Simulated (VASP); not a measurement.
# Fe2O3 (Hematite): what moves the LDA gap besides the functional, part 2 of 3

How far does the LDA gap of Fe2O3 (Hematite) depend on cutoff, mesh and cell? The starting structure is a measured crystal structure from the Crystallography Open Database. Cell and atoms stay as given unless a step says otherwise.

VASP 6.6.1.

Results so far: reference 0.276 eV.

### 3. Bands with cell and atoms relaxed by LDA

Level of this step: LDA, spin-polarised from an antiferromagnetic start; plane waves and PAW (Fe, O) (VASP).

Against step 2 the input has another starting structure. The cell comes from a relaxation at this level, not shown (82.62 Å³).

INCAR reads:

```
SYSTEM = Fe2O3
PREC = Accurate
ENCUT = 460
EDIFF = 1E-06
NELM = 100
ISMEAR = 0
SIGMA = 0.03
LREAL = .FALSE.
ALGO = Normal
GGA = CA
NBANDS = 63
ISPIN = 2
MAGMOM = 3 -3 3 -3 0 0 0 0 0 0
LMAXMIX = 4
LORBIT = 11
LWAVE = .FALSE.
LCHARG = .FALSE.
KPAR = 8
```

POSCAR reads:

```
Fe2O3
1.0
    2.3144927691      1.3362730233      4.4521250282
   -2.3144927691      1.3362730233      4.4521250282
    0.0000000000     -2.6725460466      4.4521250282
Fe O
4 6
Direct
    0.3467460329      0.3467460329      0.3467460329
    0.1532539671      0.1532539671      0.1532539671
    0.6532539671      0.6532539671      0.6532539671
    0.8467460329      0.8467460329      0.8467460329
    0.5625182227      0.2500000000      0.9374817773
    0.2500000000      0.9374817773      0.5625182227
    0.9374817773      0.5625182227      0.2500000000
    0.4374817773      0.7500000000      0.0625182227
    0.7500000000      0.0625182227      0.4374817773
    0.0625182227      0.4374817773      0.7500000000
```

KPOINTS reads:

```
Automatic mesh
0
Gamma
6 6 6
0 0 0
```

KPOINTS_OPT reads:

```
Line mode
8
Line-mode
Reciprocal
  0.00000000   0.00000000   0.00000000 GAMMA
  0.50000000   0.00000000   0.00000000 L

  0.50000000   0.00000000   0.00000000 L
  0.50000000   0.22672378  -0.22672378 B1

  0.77327622   0.50000000   0.22672378 B
  0.50000000   0.50000000   0.50000000 Z

  0.50000000   0.50000000   0.50000000 Z
  0.00000000   0.00000000   0.00000000 GAMMA

  0.00000000   0.00000000   0.00000000 GAMMA
  0.36336189   0.00000000  -0.36336189 X

  0.63663811   0.36336189   0.00000000 Q
  0.50000000   0.50000000   0.00000000 F

  0.50000000   0.50000000   0.00000000 F
  0.63663811   0.63663811   0.22672378 P1

  0.63663811   0.63663811   0.22672378 P1
  0.50000000   0.50000000   0.50000000 Z

  0.50000000   0.00000000   0.00000000 L
  0.77327622   0.36336189   0.36336189 P
```

The projector-augmented-wave data sets are Fe and O (LDA family, release 64).

On the command line:

```console
$ mpirun -np 8 vasp_std
```

The log of the run:

```text
[banner, memory and clock lines left out]
running    8 mpi-ranks, on    1 nodes
[...]
[... a notice as in an earlier step ...]

 LDA part: xc-table for (Slater(with rela. corr.)+CA(PZ))
 , standard interpolation
 POSCAR, INCAR and KPOINTS ok, starting setup
[...]
entering main loop
       N       E                     dE             d eps       ncg     rms          rms(c)
DAV:   1     0.758251210973E+03    0.75825E+03   -0.26185E+04  8159   0.125E+03
DAV:   2     0.111401916474E+02   -0.74711E+03   -0.65764E+03  8146   0.360E+02
DAV:   3    -0.977210786943E+02   -0.10886E+03   -0.99646E+02  8787   0.153E+02
DAV:   4    -0.102408915951E+03   -0.46878E+01   -0.46180E+01  9654   0.354E+01
[...]
DAV:  15    -0.847958456938E+02   -0.16186E-04   -0.62293E-05 13959   0.872E-02    0.287E-02
DAV:  16    -0.847958454748E+02    0.21894E-06   -0.14134E-05 12340   0.322E-02    0.177E-02
DAV:  17    -0.847958447507E+02    0.72415E-06   -0.17533E-06  6023   0.158E-02
   1 F= -.84795845E+02 E0= -.84793668E+02  d E =-.435323E-02  mag=    -0.0000
 Start KPOINTS_OPT (optional k-point list driver)
k-point batch [1-32\72]
       N       E                     dE             ncg
DAV:   1     0.232030193503E+05   -0.16140E+05     8184
DAV:   2     0.140246931817E+04   -0.21801E+05     8095
DAV:   3    -0.179757899170E+04   -0.32000E+04     8815
DAV:   4    -0.194206700275E+04   -0.14449E+03     9582
DAV:   5    -0.194388124490E+04   -0.18142E+01     8920
DAV:   6    -0.194391608501E+04   -0.34840E-01     9395
DAV:   7    -0.194391705923E+04   -0.97422E-03     9071
DAV:   8    -0.194391709135E+04   -0.32117E-04     9490
DAV:   9    -0.194391709230E+04   -0.95228E-06     5972
[...]
k-point batch [65-72\72]
       N       E                     dE             ncg
DAV:   1     0.491389079717E+05   -0.84507E+04     2016
DAV:   2     0.436039469735E+05   -0.55350E+04     2032
DAV:   3     0.427865434877E+05   -0.81740E+03     2180
DAV:   4     0.427496287152E+05   -0.36915E+02     2410
DAV:   5     0.427491603424E+05   -0.46837E+00     2296
DAV:   6     0.427491514966E+05   -0.88458E-02     2395
DAV:   7     0.427491512553E+05   -0.24136E-03     2335
DAV:   8     0.427491512475E+05   -0.77695E-05     2426
DAV:   9     0.427491512473E+05   -0.22367E-06     1513
```

Run time: 2.7 min. Hardware: 8 MPI ranks of Intel Xeon Platinum 8488C (Sapphire Rapids), shared host; peak memory 3.9 GiB.

From OUTCAR (step 3):

```text
  Total       -0.5318466     -0.5318466     -0.5663540     -0.0000000      0.0000000      0.0000000
  in kB      -10.3140056    -10.3140056    -10.9832015     -0.0000000      0.0000000      0.0000000
  external PRESSURE =     -10.5370709 kB  Pullay stress =       0.0000000 kB

 POSITION                                       TOTAL-FORCE (eV/Angst)
 -----------------------------------------------------------------------------------
      0.00000      0.00000      4.63127         0.000000      0.000000      0.002569
      0.00000      0.00000      2.04692         0.000000      0.000000     -0.002569
      0.00000      0.00000      8.72511         0.000000      0.000000     -0.002569
      0.00000      0.00000     11.30946         0.000000      0.000000      0.002569
      0.72332     -1.41972      7.79122        -0.001199     -0.002076      0.000000
     -1.59117      0.08344      7.79122        -0.001199      0.002076      0.000000
      0.86785      1.33627      7.79122         0.002397      0.000000      0.000000
     -0.72332      1.41972      5.56516         0.001199      0.002076      0.000000
      1.59117     -0.08344      5.56516         0.001199     -0.002076      0.000000
     -0.86785     -1.33627      5.56516        -0.002397      0.000000      0.000000
 -----------------------------------------------------------------------------------
    total drift:                                0.000000     -0.000000      0.000000

  FREE ENERGIE OF THE ION-ELECTRON SYSTEM (eV)
  ---------------------------------------------------
  free  energy   TOTEN  =       -84.7958447507 eV

  energy  without entropy=      -84.7914915243  energy(sigma->0) =      -84.79366814

 magnetization (x)
# of ion       s       p       d       tot
------------------------------------------
    1        0.002   0.004   1.115   1.121
    2       -0.002  -0.004  -1.115  -1.121
    3        0.002   0.004   1.115   1.121
    4       -0.002  -0.004  -1.115  -1.121
    5        0.000   0.000   0.000   0.000
    6        0.000   0.000   0.000   0.000
    7        0.000   0.000   0.000   0.000
    8        0.000   0.000   0.000   0.000
    9        0.000   0.000   0.000   0.000
   10        0.000   0.000   0.000   0.000
--------------------------------------------------
tot          0.000   0.000   0.000   0.000

[... 1 part as in an earlier step ...]

[... 2 further parts left out ...]
[key lines of the parts left out:]
E-fermi :   6.1281
```

With cell and atoms relaxed by LDA there is no gap to read, since by its occupations the run counts as a metal (its levels may still leave one).

### 4. Bands with no band path

Against step 2 the input has no band path (also changed: NBANDS).

Edit INCAR of step 3 so:

```diff
@@ -10,3 +10,3 @@
 GGA = CA
-NBANDS = 63
+NBANDS = 49
 ISPIN = 2
```

POSCAR reads:

```
Fe2O3
1.0
    2.5190000000      1.4543453281      4.5906666667
   -2.5190000000      1.4543453281      4.5906666667
    0.0000000000     -2.9086906562      4.5906666667
Fe O
4 6
Direct
    0.3553000000      0.3553000000      0.3553000000
    0.1447000000      0.1447000000      0.1447000000
    0.6447000000      0.6447000000      0.6447000000
    0.8553000000      0.8553000000      0.8553000000
    0.5559000000      0.2500000000      0.9441000000
    0.2500000000      0.9441000000      0.5559000000
    0.9441000000      0.5559000000      0.2500000000
    0.4441000000      0.7500000000      0.0559000000
    0.7500000000      0.0559000000      0.4441000000
    0.0559000000      0.4441000000      0.7500000000
```

KPOINTS is that of step 3.

On the command line:

```console
$ mpirun -np 8 vasp_std
```

The log of the run:

```text
[... set-up lines as in an earlier step ...]
 entering main loop
       N       E                     dE             d eps       ncg     rms          rms(c)
DAV:   1     0.769259034939E+03    0.76926E+03   -0.28128E+04  6272   0.151E+03
DAV:   2     0.355155338459E+02   -0.73374E+03   -0.67457E+03  6472   0.412E+02
DAV:   3    -0.952214550741E+02   -0.13074E+03   -0.12082E+03  7650   0.194E+02
DAV:   4    -0.102823103453E+03   -0.76016E+01   -0.75002E+01  7975   0.510E+01
[...]
DAV:  17    -0.831890922917E+02    0.20400E-04   -0.32355E-05 11448   0.139E-01    0.374E-02
DAV:  18    -0.831890773249E+02    0.14967E-04   -0.47927E-05  8944   0.795E-02    0.108E-02
DAV:  19    -0.831890767732E+02    0.55170E-06   -0.46812E-06  6431   0.191E-02
   1 F= -.83189077E+02 E0= -.83189077E+02  d E =-.157899E-11  mag=    -0.0000
```

Elapsed: 1.7 min, on 8 MPI ranks; peak memory 2.7 GiB; 14 min of CPU time.

OUTCAR, selected parts (step 4):

```text
  Total      -13.7839252    -13.7839252    -11.0454403      0.0000000      0.0000000      0.0000000
  in kB     -218.8571663   -218.8571663   -175.3762977      0.0000000      0.0000000      0.0000000
  external PRESSURE =    -204.3635434 kB  Pullay stress =       0.0000000 kB

 POSITION                                       TOTAL-FORCE (eV/Angst)
 -----------------------------------------------------------------------------------
      0.00000      0.00000      4.89319         0.000000      0.000000      0.061525
      0.00000      0.00000      1.99281         0.000000      0.000000     -0.061525
      0.00000      0.00000      8.87881         0.000000     -0.000000     -0.061525
      0.00000      0.00000     11.77919         0.000000     -0.000000      0.061525
      0.77056     -1.57404      8.03367         0.104686      0.181321      0.000000
     -1.74844      0.11969      8.03367         0.104686     -0.181321      0.000000
      0.97788      1.45435      8.03367        -0.209372     -0.000000     -0.000000
     -0.77056      1.57404      5.73833        -0.104686     -0.181321      0.000000
      1.74844     -0.11969      5.73833        -0.104686      0.181321      0.000000
     -0.97788     -1.45435      5.73833         0.209372      0.000000      0.000000
 -----------------------------------------------------------------------------------
    total drift:                               -0.000000      0.000000     -0.000000

  FREE ENERGIE OF THE ION-ELECTRON SYSTEM (eV)
  ---------------------------------------------------
  free  energy   TOTEN  =       -83.1890767732 eV

  energy  without entropy=      -83.1890767732  energy(sigma->0) =      -83.18907677

[... 2 parts as in an earlier step ...]

[... 2 further parts left out ...]
[key lines of the parts left out:]
E-fermi :   3.9577
```

With no band path the gap is 0.285 eV, +0.010 eV from the reference, read on the mesh alone.

### 5. Bands with a cutoff of 640 eV

Against step 2 the input has ENCUT = 640.

Edit INCAR of step 4 so:

```diff
@@ -2,3 +2,3 @@
 PREC = Accurate
-ENCUT = 460
+ENCUT = 640
 EDIFF = 1E-06
@@ -10,3 +10,3 @@
 GGA = CA
-NBANDS = 49
+NBANDS = 63
 ISPIN = 2
```

POSCAR is that of step 4.

KPOINTS is that of step 4.

KPOINTS_OPT reads:

```
Line mode
8
Line-mode
Reciprocal
  0.00000000   0.00000000   0.00000000 GAMMA
  0.50000000   0.00000000   0.00000000 L

  0.50000000   0.00000000   0.00000000 L
  0.50000000   0.23357686  -0.23357686 B1

  0.76642314   0.50000000   0.23357686 B
  0.50000000   0.50000000   0.50000000 Z

  0.50000000   0.50000000   0.50000000 Z
  0.00000000   0.00000000   0.00000000 GAMMA

  0.00000000   0.00000000   0.00000000 GAMMA
  0.36678843   0.00000000  -0.36678843 X

  0.63321157   0.36678843   0.00000000 Q
  0.50000000   0.50000000   0.00000000 F

  0.50000000   0.50000000   0.00000000 F
  0.63321157   0.63321157   0.23357686 P1

  0.63321157   0.63321157   0.23357686 P1
  0.50000000   0.50000000   0.50000000 Z

  0.50000000   0.00000000   0.00000000 L
  0.76642314   0.36678843   0.36678843 P
```

On the command line:

```console
$ mpirun -np 8 vasp_std
```

The log of the run:

```text
[... set-up lines as in an earlier step ...]
 entering main loop
       N       E                     dE             d eps       ncg     rms          rms(c)
DAV:   1     0.854404392329E+03    0.85440E+03   -0.32497E+04  8072   0.152E+03
DAV:   2     0.404539475488E+02   -0.81395E+03   -0.71692E+03  8104   0.395E+02
DAV:   3    -0.952970404920E+02   -0.13575E+03   -0.12281E+03  8762   0.172E+02
DAV:   4    -0.102950758436E+03   -0.76537E+01   -0.74901E+01  9816   0.444E+01
[...]
DAV:  17    -0.831891544844E+02    0.12447E-04   -0.19136E-05 12458   0.328E-02    0.138E-02
DAV:  18    -0.831891524192E+02    0.20652E-05   -0.52485E-06  9156   0.110E-02    0.456E-03
DAV:  19    -0.831891522380E+02    0.18121E-06   -0.58272E-07  5089   0.795E-03
   1 F= -.83189152E+02 E0= -.83189152E+02  d E =-.278974E-12  mag=     0.0000
 Start KPOINTS_OPT (optional k-point list driver)
k-point batch [1-32\72]
       N       E                     dE             ncg
DAV:   1     0.225231177527E+05   -0.22334E+05     8080
DAV:   2    -0.942892682196E+03   -0.23466E+05     8120
DAV:   3    -0.491295785614E+04   -0.39701E+04     8776
DAV:   4    -0.516215878324E+04   -0.24920E+03     9722
[...]
DAV:   8    -0.516595519417E+04   -0.75897E-04     9625
DAV:   9    -0.516595519681E+04   -0.26399E-05     6443
DAV:  10    -0.516595519716E+04   -0.35092E-06     5450
[...]
k-point batch [65-72\72]
       N       E                     dE             ncg
DAV:   1     0.538935068298E+05   -0.10059E+05     2031
DAV:   2     0.480322211913E+05   -0.58613E+04     2024
DAV:   3     0.470267945672E+05   -0.10054E+04     2164
DAV:   4     0.469624080303E+05   -0.64387E+02     2528
DAV:   5     0.469614242343E+05   -0.98380E+00     2355
DAV:   6     0.469614055476E+05   -0.18687E-01     2380
DAV:   7     0.469614050056E+05   -0.54206E-03     2412
DAV:   8     0.469614049861E+05   -0.19405E-04     2381
DAV:   9     0.469614049855E+05   -0.64360E-06     1639
```

Run time: 7.2 min. Hardware: 8 MPI ranks; peak memory 6.5 GiB.

From OUTCAR (step 5):

```text
  Total      -13.3794220    -13.3794220    -10.6038220      0.0000000      0.0000000      0.0000000
  in kB     -212.4345822   -212.4345822   -168.3644099      0.0000000      0.0000000      0.0000000
  external PRESSURE =    -197.7445247 kB  Pullay stress =       0.0000000 kB

 POSITION                                       TOTAL-FORCE (eV/Angst)
 -----------------------------------------------------------------------------------
      0.00000      0.00000      4.89319         0.000000      0.000000      0.063094
      0.00000      0.00000      1.99281         0.000000      0.000000     -0.063094
      0.00000      0.00000      8.87881         0.000000     -0.000000     -0.063094
      0.00000      0.00000     11.77919         0.000000      0.000000      0.063094
      0.77056     -1.57404      8.03367         0.106408      0.184305     -0.000000
     -1.74844      0.11969      8.03367         0.106408     -0.184305     -0.000000
      0.97788      1.45435      8.03367        -0.212817      0.000000     -0.000000
     -0.77056      1.57404      5.73833        -0.106408     -0.184305     -0.000000
      1.74844     -0.11969      5.73833        -0.106408      0.184305     -0.000000
     -0.97788     -1.45435      5.73833         0.212817     -0.000000     -0.000000
 -----------------------------------------------------------------------------------
    total drift:                                0.000000      0.000000      0.000000

  FREE ENERGIE OF THE ION-ELECTRON SYSTEM (eV)
  ---------------------------------------------------
  free  energy   TOTEN  =       -83.1891522380 eV

  energy  without entropy=      -83.1891522380  energy(sigma->0) =      -83.18915224

 magnetization (x)
# of ion       s       p       d       tot
------------------------------------------
    1        0.005   0.010   3.247   3.262
    2       -0.005  -0.010  -3.247  -3.262
    3        0.005   0.010   3.247   3.262
    4       -0.005  -0.010  -3.247  -3.262
    5        0.000   0.000   0.000   0.000
    6        0.000   0.000   0.000   0.000
    7        0.000   0.000   0.000   0.000
    8        0.000   0.000   0.000   0.000
    9        0.000   0.000   0.000   0.000
   10        0.000   0.000   0.000   0.000
--------------------------------------------------
tot          0.000   0.000   0.000   0.000

[... 1 part as in an earlier step ...]

[... 2 further parts left out ...]
[key lines of the parts left out:]
E-fermi :   3.9703
```

With a cutoff of 640 eV the gap is 0.276 eV, +0.000 eV from the reference.

[end of part 2 of 3]

[Lines on the potential files, build, host, timing and source positions are cut from VASP's logs without a mark.]

[Logs are printed without paths, hosts, clocks, repeated set-up lines and the standing remarks that a program may print on its own settings, such as how far it seeks lower states.]

[Hosts, paths, dates, database ids (printed as entryN), source tags and the programs' standing remarks are cut or masked in the printed files.]
